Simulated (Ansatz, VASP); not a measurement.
## Ca3SbP: VASP beside Ansatz

INCAR

```
PREC = Accurate
ENCUT = 520
EDIFF = 1E-6
ISMEAR = 0
SIGMA = 0.05
LREAL = False
LASPH = True
NELM = 100
ALGO = Fast
ISIF = 2
LWAVE = False
LCHARG = True
GGA = CA
LELF = True
LVHAR = True
NBANDS = 28
```

KPOINTS

```
Automatic mesh
0
Gamma
  6 6 6
```

POSCAR

```
Ca3SbP
1.0
    5.1639159141      0.0000000000      0.0000000000
    0.0000000000      5.1639159141      0.0000000000
    0.0000000000      0.0000000000      5.1639159141
Ca Sb P
3 1 1
Direct
   -0.0114827719      0.5000000000      0.5000000000
    0.4542997981      0.0000000000      0.5000000000
    0.4542997981      0.5000000000      0.0000000000
    0.0351054686      0.0000000000      0.0000000000
    0.4951220023      0.5000000000      0.5000000000
```

Input for Ansatz:

```yaml
crystal:
  lattice:
    - [5.1639159141, 0.0, 0.0]
    - [0.0, 5.1639159141, 0.0]
    - [0.0, 0.0, 5.1639159141]
  atoms:
    - { symbol: Ca, position: [-0.0114827719, 0.5, 0.5] }
    - { symbol: Ca, position: [0.4542997981, 0.0, 0.5] }
    - { symbol: Ca, position: [0.4542997981, 0.5, 0.0] }
    - { symbol: Sb, position: [0.0351054686, 0.0, 0.0] }
    - { symbol: P, position: [0.4951220023, 0.5, 0.5] }
basis:
  ecutwfc: 420
kpoints:
  mp_grid: { grid: [6, 6, 6] }
hamiltonian:
  xc: lda
scf:
  occupations: { method: gaussian, width: 0.05 }
output:
  forces: true
  stress: true
  eigenvalues: true
```

Change from the starting cell: mode 1 frozen in at -0.240 Å, equal normal strain along x, y and z -0.0167.

Alike in both runs: task single point; functional LDA; k mesh 6 × 6 × 6; occupations gaussian, width 0.05 eV; no spin polarisation.

```csv
,VASP,Ansatz
version,VASP 6.6.1,Ansatz 0.2.0
potentials or method,"VASP PAW LDA potentials, release 64 (Ca_sv, Sb, P)","scalar-relativistic, plane waves, PAW"
plane-wave cutoff (eV),520,420
valence electrons in the cell,40,50
```

```tsv
	VASP	Ansatz	Ansatz less VASP
gap on the k mesh at the Fermi level (eV)	0.74	0.75	+0.010
least direct gap on the mesh (eV)	0.74	0.75	+0.010
pressure (GPa)	3.3	3.0	-0.21
largest component of the traceless stress (GPa)	0.92	0.91	-0.001
rms of the force components (eV/Å)	0.064	0.061	-0.0037
```

Atom by atom the forces differ by 0.004 eV/Å (rms over components). The two sets of potentials don't hold the same shells in valence.

Caveats: spin-orbit coupling is left out, which moves the levels of the heavy elements. A k mesh can miss the band edges.
